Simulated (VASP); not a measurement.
Level of theory: PBE GGA, VASP's PBE PAW potentials (set 64) (plane waves; VASP 6.6.1).

VASP ran on this input.

### INCAR
```
SYSTEM = Zn
PREC = Accurate
ENCUT = 500
EDIFF = 1E-6
NELM = 100
ALGO = Normal
LREAL = .FALSE.
LASPH = .TRUE.
ISMEAR = 1
SIGMA = 0.1
GGA = PE
LMAXMIX = 4
LWAVE = .FALSE.
LCHARG = .FALSE.
IBRION = 2
ISIF = 3
NSW = 40
EDIFFG = -0.02
```

**KPOINTS**
```
Automatic mesh
0
Gamma
16 16 8
0 0 0
```

**POSCAR**
```
Zn
1
    1.3343649123    -2.3111882541     0.0000000000
    1.3343649123     2.3111882541     0.0000000000
    0.0000000000     0.0000000000     4.9245684215
Zn
2
Direct
  0.3333330000   0.6666670000   0.2500000000
  0.6666670000   0.3333330000   0.7500000000
```

POTCAR, in this order: Zn (PBE.64 set). Program: vasp_std.

Output of the run:

OUTCAR:
```
 ion  position               nearest neighbor table
   1  0.333  0.667  0.250-   2 2.90   2 2.90   2 2.90   2 2.90   2 2.90   2 2.90
   2  0.667  0.333  0.750-   1 2.90   1 2.90   1 2.90   1 2.90   1 2.90   1 2.90
  LATTYP: Found a hexagonal cell.
 ALAT       =     2.6687301971
 C/A-ratio  =     1.8452852322
 Subroutine PRICEL returns:
 Original cell was already a primitive cell.
 Subroutine GETGRP returns: Found 24 space group operations
The static configuration has the point symmetry D_3d.
 The point group associated with its full space group is D_6h.
The dynamic configuration has the point symmetry D_3d.
 Subroutine INISYM returns: Found 24 space group operations
 Subroutine IBZKPT returns following result:
 Found    150 irreducible k-points:

 Following reciprocal coordinates:
            Coordinates               Weight
  0.000000  0.000000  0.000000      1.000000
  0.062500 -0.000000  0.000000      6.000000
  0.125000 -0.000000  0.000000      6.000000
  0.187500  0.000000  0.000000      6.000000
  0.250000 -0.000000  0.000000      6.000000
  0.312500  0.000000  0.000000      6.000000
  0.375000  0.000000  0.000000      6.000000
  0.437500  0.000000  0.000000      6.000000
  0.500000 -0.000000  0.000000      3.000000
  0.062500  0.062500  0.000000      6.000000
  0.125000  0.062500  0.000000     12.000000
  0.187500  0.062500  0.000000     12.000000
  0.250000  0.062500  0.000000     12.000000
  0.312500  0.062500  0.000000     12.000000
  0.375000  0.062500  0.000000     12.000000
  0.437500  0.062500  0.000000     12.000000
  0.125000  0.125000  0.000000      6.000000
  0.187500  0.125000  0.000000     12.000000
  0.250000  0.125000  0.000000     12.000000
  0.312500  0.125000  0.000000     12.000000
  0.375000  0.125000  0.000000     12.000000
  0.437500  0.125000  0.000000      6.000000
...
```

### OSZICAR
```
       N       E                     dE             d eps       ncg     rms          rms(c)
DAV:   1     0.946521738149E+02    0.94652E+02   -0.12564E+04  4856   0.230E+03
DAV:   2     0.161060279767E+00   -0.94491E+02   -0.93176E+02  4920   0.298E+02
DAV:   3    -0.242805523880E+01   -0.25891E+01   -0.25858E+01  5960   0.608E+01
DAV:   4    -0.243532680496E+01   -0.72716E-02   -0.72713E-02  5704   0.325E+00
DAV:   5    -0.243533801173E+01   -0.11207E-04   -0.11207E-04  5864   0.105E-01    0.400E+00
DAV:   6    -0.223920569008E+01    0.19613E+00   -0.97605E-01  4904   0.220E+01    0.301E+00
DAV:   7    -0.223050167793E+01    0.87040E-02   -0.29292E-02  6128   0.318E+00    0.155E+00
DAV:   8    -0.222617335585E+01    0.43283E-02   -0.18252E-03  6352   0.726E-01    0.470E-02
DAV:   9    -0.222618108579E+01   -0.77299E-05   -0.26175E-04  6864   0.245E-01    0.338E-02
DAV:  10    -0.222618395123E+01   -0.28654E-05   -0.24644E-05  5272   0.695E-02    0.283E-03
DAV:  11    -0.222618376404E+01    0.18719E-06   -0.13969E-07  3336   0.506E-03
   1 F= -.22261838E+01 E0= -.22263089E+01  d E =-.222618E+01
       N       E                     dE             d eps       ncg     rms          rms(c)
DAV:   1    -0.222769395467E+01   -0.15100E-02   -0.17919E-02  5008   0.250E+00    0.273E-01
DAV:   2    -0.222644339471E+01    0.12506E-02   -0.51207E-03  5136   0.157E+00    0.967E-02
DAV:   3    -0.222629517706E+01    0.14822E-03   -0.10392E-04  5808   0.174E-01    0.527E-02
DAV:   4    -0.222622996294E+01    0.65214E-04   -0.30370E-05  6312   0.102E-01    0.398E-03
DAV:   5    -0.222623000075E+01   -0.37810E-07   -0.46913E-06  5240   0.249E-02
   2 F= -.22262300E+01 E0= -.22263453E+01  d E =-.462367E-04
```

**OUTCAR**
```
------------------------ aborting loop because EDIFF is reached ----------------------------------------
  FORCE on cell =-STRESS in cart. coord.  units (eV):
  Direction    XX          YY          ZZ          XY          YZ          ZX
  --------------------------------------------------------------------------------------
  Total        0.0049910      0.0049910      0.0025795      0.0000000     -0.0000000      0.0000000
  in kB        0.2637741      0.2637742      0.1363264      0.0000000     -0.0000000      0.0000000
  external PRESSURE =       0.2212915 kB  Pullay stress =       0.0000000 kB
  volume of cell :       30.32
      direct lattice vectors                 reciprocal lattice vectors
     1.333044198 -2.308900709  0.000000000     0.375081337 -0.216553271 -0.000000000
     1.333044198  2.308900709 -0.000000000     0.375081337  0.216553271  0.000000000
    -0.000000000 -0.000000000  4.924812999     0.000000000  0.000000000  0.203053395
 POSITION                                       TOTAL-FORCE (eV/Angst)
 -----------------------------------------------------------------------------------
      1.33304      0.76964      1.23120         0.000000      0.000000     -0.000000
      1.33304     -0.76964      3.69361        -0.000000     -0.000000      0.000000
 -----------------------------------------------------------------------------------
    total drift:                                0.000013      0.000074      0.000004
  FREE ENERGIE OF THE ION-ELECTRON SYSTEM (eV)
  ---------------------------------------------------
  free  energy   TOTEN  =        -2.2262300007 eV

  energy  without entropy=       -2.2265760225  energy(sigma->0) =       -2.22634534

 reached required accuracy - stopping structural energy minimisation
```
(Selected blocks of OUTCAR.)

**CONTCAR**
```
Zn
   1.00000000000000
     1.3330441983219674   -2.3089007091105054    0.0000000000000000
     1.3330441983219674    2.3089007091105054   -0.0000000000000000
    -0.0000000000000000   -0.0000000000000000    4.9248129992126648
  Zn
     2
Direct
     0.3333330000000032    0.6666669999999968    0.2500000000000000
     0.6666669999999968    0.3333330000000032    0.7500000000000000
```

The compound is Zn in the hcp structure. This run relaxes it. Symmetry was kept, so distortions that lower it aren't found.
